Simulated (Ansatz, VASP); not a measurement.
**One calculation of SbAu3S3, two programs**

```xyz
7
Lattice="5.2493 0.0000 0.0000 -2.6247 4.5460 0.0000 0.0000 0.0000 5.7831" Properties=species:S:1:pos:R:3 pbc="T T T"
Sb    0.0000    0.0000    0.0000
S     2.6247    0.0000    2.8916
S    -1.3123    2.2730    2.8916
S     1.3123    2.2730    2.8916
Au    0.0000    3.0307    0.4964
Au    2.6247    1.5153    5.2867
Au    0.0000    0.0000    2.8916
```

Alike in both runs: functional PBE; k mesh 2 × 2 × 3; occupations gaussian, width 0.15 eV; no spin polarisation.

Ansatz relaxed the structure, and its values are those at the end. VASP's run is a single point on that final structure, the one shown.

|  | VASP | Ansatz |
| --- | --- | --- |
| version | VASP 6.6.1 | Ansatz 0.2.0 |
| potentials or method | VASP PAW PBE potentials, release 64 (Sb, S, Au) | scalar-relativistic, plane waves, PAW |
| plane-wave cutoff (eV) | 520 | 420 |
| valence electrons in the cell | 56 | 90 |

```tsv
	VASP	Ansatz	Ansatz less VASP
gap on the k mesh at the Fermi level (eV)	none	none	-
pressure (GPa)	-0.3	0.0	+0.23
rms of the force components (eV/Å)	0.019	0.016	-0.0029
```

A gap of «none» marks a metal or a gap that the smearing closes. The two sets of potentials don't hold the same shells in valence.

Caveats: the k mesh is coarse (spacing up to 0.69 Å⁻¹), so the values aren't converged. The runs have no spin-orbit coupling, so splittings on Au, Sb are missing.
